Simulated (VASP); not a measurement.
The input files of a VASP run:

File POSCAR:
```
PtSb2
1
    6.4606080000     0.0000000000     0.0000000000
    0.0000000000     6.4606080000     0.0000000000
    0.0000000000     0.0000000000     6.4606080000
Sb Pt
8 4
Direct
  0.6250000000   0.8750000000   0.1250000000
  0.1250000000   0.6250000000   0.8750000000
  0.6250000000   0.6250000000   0.6250000000
  0.3750000000   0.3750000000   0.3750000000
  0.8750000000   0.1250000000   0.6250000000
  0.8750000000   0.3750000000   0.1250000000
  0.1250000000   0.8750000000   0.3750000000
  0.3750000000   0.1250000000   0.8750000000
  0.0000000000   0.5000000000   0.5000000000
  0.5000000000   0.0000000000   0.5000000000
  0.0000000000   0.0000000000   0.0000000000
  0.5000000000   0.5000000000   0.0000000000
```

**KPOINTS**
```
K-points
0
G
 3 3 3
```

**INCAR**
```
ALGO = Normal
EDIFF = 1E-6
ENCUT = 300
GGA = PE
ISIF = 2
ISMEAR = 0
LASPH = .TRUE.
LCHARG = .FALSE.
LMAXMIX = 6
LREAL = .FALSE.
LWAVE = .FALSE.
NELM = 100
PREC = Accurate
SIGMA = 0.02
SYSTEM = PtSb2
```

POTCAR, in this order: Sb Pt (PBE.64 set). Program: vasp_std.

Q: Translate this PBE calculation to Quantum ESPRESSO's pw.x.

A: One equivalent input (not run):
```
&CONTROL
  calculation = 'scf'
  pseudo_dir = './pseudo'
  outdir = './out'
  tprnfor = .true.
  tstress = .true.
/
&SYSTEM
  ibrav = 0
  nat = 12
  ntyp = 2
  ecutwfc = 84
  occupations = 'smearing'
  smearing = 'gaussian'
  degauss = 0.00147
  input_dft = 'pbe'
/
&ELECTRONS
  conv_thr = 7.3e-08
  electron_maxstep = 100
/
ATOMIC_SPECIES
  Sb 121.760 Sb.upf
  Pt 195.084 Pt.upf
CELL_PARAMETERS angstrom
     6.4606080    0.0000000    0.0000000
     0.0000000    6.4606080    0.0000000
     0.0000000    0.0000000    6.4606080
ATOMIC_POSITIONS crystal
  Sb   0.6250000  0.8750000  0.1250000
  Sb   0.1250000  0.6250000  0.8750000
  Sb   0.6250000  0.6250000  0.6250000
  Sb   0.3750000  0.3750000  0.3750000
  Sb   0.8750000  0.1250000  0.6250000
  Sb   0.8750000  0.3750000  0.1250000
  Sb   0.1250000  0.8750000  0.3750000
  Sb   0.3750000  0.1250000  0.8750000
  Pt   0.0000000  0.5000000  0.5000000
  Pt   0.5000000  0.0000000  0.5000000
  Pt   0.0000000  0.0000000  0.0000000
  Pt   0.5000000  0.5000000  0.0000000
K_POINTS automatic
  3 3 3 0 0 0
```
What does not carry over: the potentials are each code's own (VASP's PAW set, PseudoDojo norm-conserving files in pw.x), so ENCUT and ecutwfc are chosen apart and not converted; conv_thr bounds pw.x's estimated SCF error, while EDIFF bounds the energy change between steps.

The structure is a typed PtSb2 crystal. The cell was not relaxed at this level. The k-mesh is coarse (spacing up to 0.32 per Å, 2π included), so the numbers may not be converged in it.
